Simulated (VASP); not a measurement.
Input:

```
CELL_PARAMETERS angstrom
      2.86726     0.00000     0.00000
      0.00000     2.86726     0.00000
      0.00000     0.00000     2.86726
ATOMIC_POSITIONS crystal
  Al 0.50000 0.50000 0.50000
  Fe 0.00000 0.00000 0.00000
```

Method: PBE GGA, VASP's PBE PAW potentials (set 64) (plane waves; VASP). Numerical set-up: 480 eV cut-off, 12×12×12 Γ-centred mesh, first-order Methfessel-Paxton smearing of 0.10 eV, potentials Al Fe.

Energy and stress use the plane-wave basis of the starting cell.

The ions, cell shape and volume at an external pressure of 20.0 GPa are relaxed. What does this cell relax into?

```
CELL_PARAMETERS angstrom
      2.78272     0.00000     0.00000
      0.00000     2.78272     0.00000
      0.00000     0.00000     2.78272
ATOMIC_POSITIONS crystal
  Al 0.50000 0.50000 0.50000
  Fe 0.00000 0.00000 0.00000
```
Space group Pm-3m (221), at a tolerance of 0.03 Å.

How do energy and volume change from the first to the last step?

The energy (σ→0) changes by +58.6 meV/atom and the volume by -8.6 %, in 4 ionic steps.

The compound is FeAl in the CsCl type structure. This run relaxes it under an external pressure of 20 GPa. Symmetry was kept, so distortions that lower it aren't found. The run is not spin-polarised, so no magnetic state was tried. The electron count is odd and the run is not spin-polarised, which forces a metal.
